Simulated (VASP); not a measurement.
Crystal: Ge.

```
Ge
1.0
     0.00000    2.82891    2.82891
     2.82891    0.00000    2.82891
     2.82891    2.82891    0.00000
Ge
2
Cartesian
  0.0000 0.0000 0.0000
  1.4145 1.4145 1.4145
```

```yaml
Program: VASP 6.6.1
Task: relaxation of cell and atoms
Functional: PBE
Potentials_or_basis: VASP PAW PBE potentials, release 64 (Ge_d)
Cutoff: 600 eV
k_mesh: 10 × 10 × 10
Occupations: gaussian, width 0.03 eV
Spin: no spin polarisation
```

At the start: pressure 3.5 GPa; volume 22.64 Å³/atom.

Question: How do energy, volume and symmetry change on relaxing?

Answer: Over 5 steps the energy falls by 13.4 meV/atom and the volume is 23.84 Å³/atom (+5.3 %); space group Fd-3m (No. 227, to 0.05 Å).

The path:
| step | energy change (eV) | largest force (eV/Å) | pressure (GPa) | volume (Å³) |
| --- | --- | --- | --- | --- |
| 1 | 0.0000 | 0.0000 | 3.54 | 45.28 |
| 2 | -0.0242 | 0.0000 | -1.11 | 48.64 |
| 3 | -0.0269 | 0.0000 | -0.27 | 47.78 |
| 4 | -0.0268 | 0.0000 | 0.23 | 47.60 |
| 5 | -0.0269 | 0.0000 | 0.01 | 47.68 |

Final structure:
```xyz
2
Lattice="0.0000 2.8781 2.8781 2.8781 0.0000 2.8781 2.8781 2.8781 0.0000" Properties=species:S:1:pos:R:3 pbc="T T T"
Ge    0.0000    0.0000    0.0000
Ge    1.4391    1.4391    1.4391
```
